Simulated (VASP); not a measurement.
Write the native input for VASP 6.6.1 that does the following.

```yaml
Task: single point
Functional: PBE
Potentials_or_basis: VASP PAW PBE potentials, release 64 (Ca_sv, Hf_pv, I)
Cutoff: 520 eV
k_mesh: 4 × 4 × 2
Occupations: gaussian, width 0.2 eV
Spin: no spin polarisation
Dipole_correction: no
Further_INCAR_settings: ALGO = Fast; EDIFF = 1e-06; NBANDS = 58
```

The structure of Ca3HfI lies in POSCAR:

```
Ca3HfI
1.0
   -5.7952286134      0.0000000000      0.0000000000
    0.0000000000      0.0000000000     -5.7952286134
    0.0000000000    -11.5904572268      0.0000000000
Ca Hf I
6 2 2
Direct
    1.0000000000      0.5000000000      0.7500000000
    0.0000000000      0.5000000000      0.2500000000
    0.5000000000      1.0000000000      0.7500000000
    0.5000000000      1.0000000000      0.2500000000
    0.5000000000      0.5000000000      1.0000000000
    0.5000000000      0.5000000000      0.5000000000
    1.0000000000      1.0000000000      0.5000000000
    1.0000000000      1.0000000000      1.0000000000
    0.5000000000      0.5000000000      0.7500000000
    0.5000000000      0.5000000000      0.2500000000
```

The cell was built by a generator and needn't be a form met in nature.

The cell isn't the ideal one: cell x2.

The input as run:

INCAR

```
ALGO     = Fast           # electronic algorithm
EDIFF    = 1E-6           # SCF threshold, eV
ENCUT    = 520            # plane-wave cutoff, eV
GGA      = PE             # functional
ISIF     = 2              # what is computed and relaxed
ISMEAR   = 0              # smearing method
LASPH    = T              # aspherical terms in the spheres
LCHARG   = F              # write CHGCAR
LREAL    = F              # projectors in reciprocal space
LWAVE    = F              # write WAVECAR
NBANDS   = 58             # bands
NELM     = 100            # most SCF steps
PREC     = Accurate       # precision mode
SIGMA    = 0.2            # smearing width, eV
```

KPOINTS

```
k-points
0
Gamma
  4 4 2
```

Potentials or basis: VASP PAW PBE potentials, release 64 (Ca_sv, Hf_pv, I).

Run with:

```sh
$ cat potpaw_PBE.64/Ca_sv/POTCAR potpaw_PBE.64/Hf_pv/POTCAR potpaw_PBE.64/I/POTCAR > POTCAR
$ mpirun -np 1 vasp_std > vasp.out
```

Results of the run:

```json
{
  "Pressure": "0.1 GPa",
  "Band gap on the k mesh": "none (metal or under the smearing width)"
}
```

Wall time 24 min on 1 thread of Intel(R) Xeon(R) Platinum 8488C (Sapphire Rapids) (shared host), peak memory 0.61 GiB.
